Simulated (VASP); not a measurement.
Level of theory: r2SCAN meta-GGA, VASP's PBE PAW potentials (set 64) (plane waves; VASP 6.6.1).

Input for VASP

File POSCAR:
```
KBr(100) slab
1.0
  4.6701976133   0.0000000000   0.0000000000
  0.0000000000   4.6701976133   0.0000000000
  0.0000000000   0.0000000000  28.2198957756
K Br
4 4
Direct
  0.0000000000   0.5000000000   0.3244680000
  0.5000000000   0.0000000000   0.4414890000
  0.0000000000   0.5000000000   0.5585110000
  0.5000000000   0.0000000000   0.6755320000
  0.0000000000   0.5000000000   0.4414890000
  0.5000000000   0.0000000000   0.3244680000
  0.0000000000   0.5000000000   0.6755320000
  0.5000000000   0.0000000000   0.5585110000
```

**INCAR**
```
SYSTEM = KBr(100) slab
PREC = Normal
ENCUT = 400
EDIFF = 1E-5
NELM = 100
ALGO = Normal
LREAL = .FALSE.
LASPH = .TRUE.
ISMEAR = 0
SIGMA = 0.05
METAGGA = R2SCAN
LMIXTAU = .TRUE.
LMAXMIX = 4
LWAVE = .TRUE.
LCHARG = .FALSE.
NELMIN = 4
LDIPOL = .TRUE.
IDIPOL = 3
DIPOL = 0.5 0.5 0.5
IBRION = 2
ISIF = 2
NSW = 50
EDIFFG = -0.03
```

File KPOINTS:
```
Automatic
0
G
5 5 1
0 0 0
```

POTCAR, in this order: K_sv Br (PBE.64 set). Program: vasp_std.

The run wrote:

OUTCAR:
```
 ion  position               nearest neighbor table
   1  0.000  0.500  0.324-   5 3.30   6 3.30   6 3.30   6 3.30   6 3.30
   2  0.500  0.000  0.441-   6 3.30   5 3.30   5 3.30   5 3.30   5 3.30   8 3.30
   3  0.000  0.500  0.559-   7 3.30   8 3.30   8 3.30   8 3.30   8 3.30   5 3.30
   4  0.500  0.000  0.676-   8 3.30   7 3.30   7 3.30   7 3.30   7 3.30
   5  0.000  0.500  0.441-   1 3.30   2 3.30   2 3.30   2 3.30   2 3.30   3 3.30
   6  0.500  0.000  0.324-   2 3.30   1 3.30   1 3.30   1 3.30   1 3.30
   7  0.000  0.500  0.676-   3 3.30   4 3.30   4 3.30   4 3.30   4 3.30
   8  0.500  0.000  0.559-   4 3.30   3 3.30   3 3.30   3 3.30   3 3.30   2 3.30
  LATTYP: Found a simple tetragonal cell.
 ALAT       =     4.6701976133
 C/A-ratio  =     6.0425485413
 Subroutine PRICEL returns:
 Original cell was already a primitive cell.
 Subroutine GETGRP returns: Found 16 space group operations
The static configuration has the point symmetry D_2d.
 The point group associated with its full space group is D_4h.
The dynamic configuration has the point symmetry D_2d.
 Subroutine INISYM returns: Found 16 space group operations
 Subroutine IBZKPT returns following result:
 Found      6 irreducible k-points:

 Following reciprocal coordinates:
            Coordinates               Weight
  0.000000  0.000000  0.000000      1.000000
  0.200000  0.000000  0.000000      4.000000
  0.400000  0.000000  0.000000      4.000000
  0.200000  0.200000  0.000000      4.000000
  0.400000  0.200000  0.000000      8.000000
  0.400000  0.400000  0.000000      4.000000
   k-points           NKPTS =      6   k-points in BZ     NKDIM =      6   number of bands    NBANDS=     38
   number of dos      NEDOS =    301   number of ions     NIONS =      8
   total plane-waves  NPLWV =  80640
   dimension x,y,z NGX =    24 NGY =   24 NGZ =  140
   dimension x,y,z NGXF=    48 NGYF=   48 NGZF=  280
   ions per type =               4   4
   PREC   = normal    normal or accurate (medium, high low for compatibility)
   ISTART =      0    job   : 0-new  1-cont  2-samecut
   ICHARG =      2    charge: 1-file 2-atom 10-const
   ISPIN  =      1    spin polarized calculation?
   LNONCOLLINEAR =      F non collinear calculations
   LSORBIT =      F    spin-orbit coupling
   INIWAV =      1    electr: 0-lowe 1-rand  2-diag
   ENCUT  =  400.0 eV  29.40 Ry    5.42 a.u.   7.62  7.62 46.02*2*pi/ulx,y,z
   NELM   =    100;   NELMIN=  4; NELMDL= -5     # of ELM steps
   EDIFF  = 0.1E-04   stopping-criterion for ELM
   LREAL  =      F    real-space projection
   NLSPLINE    = F    spline interpolate recip. space projectors
   LMAXMIX     =    4 max onsite mixed and CHGCAR
   VOSKOWN=      0    Vosko Wilk Nusair interpolation
   EDIFFG = -.3E-01   stopping-criterion for IOM
   NSW    =     50    number of steps for IOM
   NBLOCK =      1;   KBLOCK =     50    inner block; outer block
   IBRION =      2    ionic relax: 0-MD 1-quasi-New 2-CG
   NFREE  =      1    steps in history (QN), initial steepest desc. (CG)
   ISIF   =      2    stress and relaxation
   ISYM   =      2    0-nonsym 1-usesym 2-fastsym
   TEIN   =    0.0    initial temperature
   TEBEG  =    0.0;   TEEND  =   0.0 temperature during run
   SMASS  =  -3.00    Nose mass-parameter (am)
   PSTRESS=    0.0 pullay stress
   NELECT =      64.0000    total number of electrons
   EFERMI =   0.00;   METHOD = LEGACY
   ISMEAR =     0;   SIGMA  =   0.05  broadening in eV -4-tet -1-fermi 0-gaus
   IALGO  =     38    algorithm
   LDIAG  =      T    sub-space diagonalisation (order eigenvalues)
   IMIX   =      4    mixing-type and parameters
     AMIX     =   0.40;   BMIX     =  1.00
     AMIX_MAG =   1.60;   BMIX_MAG =  1.00
     AMIN     =   0.10
   METAGGA = R2SCAN    functional components
   VOSKOWN =     0    Vosko Wilk Nusair interpolation
   LHFCALC =     F    Hartree Fock is set to
   LHFONE  =     F    Hartree Fock one center treatment
   AEXX    =    0.0000 exact exchange contribution
...
```

**OSZICAR**
```
...
DAV:  72    -0.925296843860E+02    0.15048E-01   -0.63059E-03   528   0.692E-01    0.386E-01
DAV:  73    -0.925206180884E+02    0.90663E-02   -0.29536E-03   456   0.512E-01    0.369E-01
DAV:  74    -0.925180966966E+02    0.25214E-02   -0.27390E-04   528   0.148E-01    0.361E-01
DAV:  75    -0.925160642093E+02    0.20325E-02   -0.17654E-04   486   0.119E-01    0.355E-01
DAV:  76    -0.925163338997E+02   -0.26969E-03   -0.21953E-03   456   0.423E-01    0.352E-01
DAV:  77    -0.925215873447E+02   -0.52534E-02   -0.24044E-03   456   0.463E-01    0.333E-01
DAV:  78    -0.925106139497E+02    0.10973E-01   -0.51981E-03   456   0.627E-01    0.341E-01
DAV:  79    -0.925141252050E+02   -0.35113E-02   -0.15439E-02   456   0.106E+00    0.345E-01
DAV:  80    -0.925184620477E+02   -0.43368E-02   -0.77405E-03   456   0.782E-01    0.344E-01
DAV:  81    -0.924870100386E+02    0.31452E-01   -0.83182E-03   498   0.777E-01    0.350E-01
DAV:  82    -0.925183988014E+02   -0.31389E-01   -0.10397E-02   480   0.870E-01    0.381E-01
DAV:  83    -0.925140331588E+02    0.43656E-02   -0.72938E-03   468   0.761E-01    0.353E-01
DAV:  84    -0.925408858622E+02   -0.26853E-01   -0.68314E-03   480   0.694E-01    0.324E-01
DAV:  85    -0.925421933048E+02   -0.13074E-02   -0.79426E-03   456   0.805E-01    0.307E-01
DAV:  86    -0.925146089035E+02    0.27584E-01   -0.12928E-02   462   0.104E+00    0.296E-01
DAV:  87    -0.925145432616E+02    0.65642E-04   -0.34074E-05   426   0.328E-02    0.291E-01
DAV:  88    -0.925218322562E+02   -0.72890E-02   -0.27601E-04   468   0.135E-01    0.294E-01
DAV:  89    -0.925859214030E+02   -0.64089E-01   -0.31585E-02   456   0.154E+00    0.268E-01
DAV:  90    -0.925950976555E+02   -0.91763E-02   -0.91438E-04   528   0.244E-01    0.267E-01
DAV:  91    -0.926006659857E+02   -0.55683E-02   -0.50961E-04   522   0.176E-01    0.266E-01
DAV:  92    -0.925996661073E+02    0.99988E-03   -0.25828E-04   456   0.133E-01    0.262E-01
DAV:  93    -0.925971861085E+02    0.24800E-02   -0.48344E-04   456   0.187E-01    0.253E-01
DAV:  94    -0.926021939374E+02   -0.50078E-02   -0.40145E-04   456   0.158E-01    0.248E-01
DAV:  95    -0.926001177091E+02    0.20762E-02   -0.87962E-04   468   0.220E-01    0.241E-01
DAV:  96    -0.926066919709E+02   -0.65743E-02   -0.18410E-03   456   0.343E-01    0.237E-01
DAV:  97    -0.926079000828E+02   -0.12081E-02   -0.13763E-04   522   0.902E-02    0.239E-01
DAV:  98    -0.926076974658E+02    0.20262E-03   -0.11516E-05   300   0.266E-02    0.240E-01
DAV:  99    -0.926059621562E+02    0.17353E-02   -0.90591E-05   424   0.801E-02    0.242E-01
DAV: 100    -0.926058766895E+02    0.85467E-04   -0.68284E-05   448   0.698E-02
   1 F= -.92605877E+02 E0= -.92605877E+02  d E =-.926059E+02
       N       E                     dE             d eps       ncg     rms          rms(c)
DAV:   1    -0.926112896094E+02   -0.53275E-02   -0.91979E-02   456   0.120E+00    0.231E-01
DAV:   2    -0.926276546434E+02   -0.16365E-01   -0.84325E-03   456   0.575E-01    0.140E-01
DAV:   3    -0.926194767018E+02    0.81779E-02   -0.38135E-03   456   0.417E-01    0.567E-02
DAV:   4    -0.926237026834E+02   -0.42260E-02   -0.18613E-03   456   0.352E-01    0.214E-02
DAV:   5    -0.926224470701E+02    0.12556E-02   -0.86736E-04   456   0.236E-01    0.105E-02
DAV:   6    -0.926215345639E+02    0.91251E-03   -0.10326E-03   456   0.256E-01    0.540E-03
DAV:   7    -0.926222480885E+02   -0.71352E-03   -0.18788E-04   504   0.115E-01    0.411E-03
DAV:   8    -0.926213640681E+02    0.88402E-03   -0.22068E-04   456   0.118E-01    0.341E-03
DAV:   9    -0.926214222207E+02   -0.58153E-04   -0.11217E-03   456   0.259E-01    0.266E-03
DAV:  10    -0.926217829284E+02   -0.36071E-03   -0.19103E-04   468   0.116E-01    0.213E-03
DAV:  11    -0.926208635948E+02    0.91933E-03   -0.64949E-04   456   0.194E-01    0.300E-03
DAV:  12    -0.926205722600E+02    0.29133E-03   -0.11185E-04   486   0.808E-02    0.411E-03
DAV:  13    -0.926202092349E+02    0.36303E-03   -0.42863E-05   456   0.490E-02    0.649E-03
DAV:  14    -0.926202618501E+02   -0.52615E-04   -0.69936E-04   456   0.196E-01    0.303E-03
DAV:  15    -0.926205608786E+02   -0.29903E-03   -0.14886E-04   456   0.863E-02    0.275E-03
DAV:  16    -0.926205497040E+02    0.11175E-04   -0.19407E-05   348   0.320E-02    0.341E-03
DAV:  17    -0.926207429750E+02   -0.19327E-03   -0.13757E-04   456   0.841E-02    0.340E-03
DAV:  18    -0.926206309798E+02    0.11200E-03   -0.15247E-05   328   0.297E-02    0.395E-03
DAV:  19    -0.926207829480E+02   -0.15197E-03   -0.83003E-05   456   0.636E-02    0.329E-03
DAV:  20    -0.926207687696E+02    0.14178E-04   -0.42420E-04   456   0.962E-02    0.182E-03
DAV:  21    -0.926208518605E+02   -0.83091E-04   -0.11425E-05   392   0.209E-02    0.272E-03
DAV:  22    -0.926208960662E+02   -0.44206E-04   -0.41764E-06   294   0.160E-02    0.261E-03
DAV:  23    -0.926209059863E+02   -0.99201E-05   -0.98188E-07   276   0.670E-03
   2 F= -.92620906E+02 E0= -.92620906E+02  d E =-.150293E-01
       N       E                     dE             d eps       ncg     rms          rms(c)
DAV:   1    -0.926208471077E+02    0.48958E-04   -0.10233E-05   332   0.176E-02    0.166E-03
DAV:   2    -0.926208607902E+02   -0.13682E-04   -0.34385E-06   264   0.131E-02    0.102E-03
DAV:   3    -0.926208729612E+02   -0.12171E-04   -0.15931E-06   276   0.934E-03    0.514E-04
DAV:   4    -0.926208957515E+02   -0.22790E-04   -0.30507E-06   264   0.120E-02    0.233E-04
DAV:   5    -0.926208955190E+02    0.23247E-06   -0.12316E-06   264   0.837E-03
   3 F= -.92620896E+02 E0= -.92620896E+02  d E =-.150188E-01
       N       E                     dE             d eps       ncg     rms          rms(c)
DAV:   1    -0.926209425212E+02   -0.46770E-04   -0.39930E-02   468   0.816E-01    0.457E-02
DAV:   2    -0.926210973713E+02   -0.15485E-03   -0.13033E-03   462   0.210E-01    0.167E-02
DAV:   3    -0.926211707961E+02   -0.73425E-04   -0.10940E-04   516   0.559E-02    0.124E-02
DAV:   4    -0.926212456438E+02   -0.74848E-04   -0.36234E-05   456   0.354E-02    0.647E-03
DAV:   5    -0.926212654827E+02   -0.19839E-04   -0.22854E-05   400   0.318E-02    0.265E-03
DAV:   6    -0.926212759957E+02   -0.10513E-04   -0.79210E-06   336   0.188E-02    0.134E-03
DAV:   7    -0.926212887811E+02   -0.12785E-04   -0.60569E-06   288   0.165E-02    0.885E-04
DAV:   8    -0.926212850941E+02    0.36870E-05   -0.50055E-06   280   0.153E-02
   4 F= -.92621285E+02 E0= -.92621285E+02  d E =-.389575E-03
       N       E                     dE             d eps       ncg     rms          rms(c)
DAV:   1    -0.926191085752E+02    0.21802E-02   -0.35985E-01   456   0.245E+00    0.136E-01
DAV:   2    -0.926210095031E+02   -0.19009E-02   -0.11733E-02   456   0.630E-01    0.503E-02
DAV:   3    -0.926217237818E+02   -0.71428E-03   -0.96210E-04   504   0.166E-01    0.378E-02
DAV:   4    -0.926218853787E+02   -0.16160E-03   -0.30822E-04   456   0.106E-01    0.196E-02
DAV:   5    -0.926220547479E+02   -0.16937E-03   -0.20206E-04   456   0.911E-02    0.808E-03
DAV:   6    -0.926221254587E+02   -0.70711E-04   -0.60088E-05   468   0.492E-02    0.472E-03
DAV:   7    -0.926221277652E+02   -0.23065E-05   -0.94764E-06   354   0.238E-02
   5 F= -.92622128E+02 E0= -.92622128E+02  d E =-.123225E-02
       N       E                     dE             d eps       ncg     rms          rms(c)
DAV:   1    -0.926111465356E+02    0.10979E-01   -0.14423E+00   456   0.491E+00    0.274E-01
DAV:   2    -0.926187520675E+02   -0.76055E-02   -0.46890E-02   456   0.126E+00    0.100E-01
DAV:   3    -0.926216122305E+02   -0.28602E-02   -0.37746E-03   504   0.329E-01    0.752E-02
DAV:   4    -0.926219581977E+02   -0.34597E-03   -0.10829E-03   456   0.196E-01    0.388E-02
DAV:   5    -0.926223055193E+02   -0.34732E-03   -0.87434E-04   456   0.185E-01    0.158E-02
DAV:   6    -0.926227005609E+02   -0.39504E-03   -0.28363E-04   468   0.975E-02    0.970E-03
DAV:   7    -0.926227074959E+02   -0.69349E-05   -0.31231E-05   466   0.374E-02
   6 F= -.92622707E+02 E0= -.92622707E+02  d E =-.181198E-02
```

File OUTCAR:
```
------------------------ aborting loop because EDIFF is reached ----------------------------------------
  FORCE on cell =-STRESS in cart. coord.  units (eV):
  Direction    XX          YY          ZZ          XY          YZ          ZX
  --------------------------------------------------------------------------------------
  Total       -0.6245358     -0.6245358     -0.1108737      0.0000000      0.0000000      0.0000000
  in kB       -1.6257060     -1.6257060     -0.2886113      0.0000000      0.0000000      0.0000000
  external PRESSURE =      -1.1800078 kB  Pullay stress =       0.0000000 kB
  volume of cell :      615.50
      direct lattice vectors                 reciprocal lattice vectors
     4.670197613  0.000000000  0.000000000     0.214123702  0.000000000  0.000000000
     0.000000000  4.670197613  0.000000000     0.000000000  0.214123702  0.000000000
     0.000000000  0.000000000 28.219895776     0.000000000  0.000000000  0.035435992
 POSITION                                       TOTAL-FORCE (eV/Angst)
 -----------------------------------------------------------------------------------
      4.67020      2.33510      9.18262        -0.000000      0.000000      0.003103
      2.33510      0.00000     12.45155        -0.000000      0.000000     -0.013788
      0.00000      2.33510     15.76835        -0.000000      0.000000      0.013788
      2.33510      0.00000     19.03728        -0.000000      0.000000     -0.003103
      4.67020      2.33510     12.44964        -0.000000      0.000000      0.020065
      2.33510      0.00000      9.14191        -0.000000     -0.000000     -0.006326
      4.67020      2.33510     19.07798        -0.000000      0.000000      0.006326
      2.33510      0.00000     15.77026         0.000000     -0.000000     -0.020065
 -----------------------------------------------------------------------------------
    total drift:                                0.000000     -0.000000      0.000000
  FREE ENERGIE OF THE ION-ELECTRON SYSTEM (eV)
  ---------------------------------------------------
  free  energy   TOTEN  =       -92.6227074959 eV

  energy  without entropy=      -92.6227074958  energy(sigma->0) =      -92.62270750

 reached required accuracy - stopping structural energy minimisation
```
(Selected blocks of OUTCAR.)

**CONTCAR**
```
KBr(100) slab
   1.00000000000000
     4.6701976133000001    0.0000000000000000    0.0000000000000000
     0.0000000000000000    4.6701976133000001    0.0000000000000000
     0.0000000000000000    0.0000000000000000   28.2198957756000013
  K               Br
     4     4
Direct
     1.0000000000000000    0.5000000000000000    0.3253952638969128
     0.5000000000000000    0.0000000000000000    0.4412329000371473
     0.0000000000000000    0.5000000000000000    0.5587670999628527
     0.5000000000000000    0.0000000000000000    0.6746047361030871
     1.0000000000000000    0.5000000000000000    0.4411652973908751
     0.5000000000000000    0.0000000000000000    0.3239527038766805
     1.0000000000000000    0.5000000000000000    0.6760472961233195
     0.5000000000000000    0.0000000000000000    0.5588347026091250
```

The cell is a thin slab with vacuum, built from KBr (rock salt): (100) face.
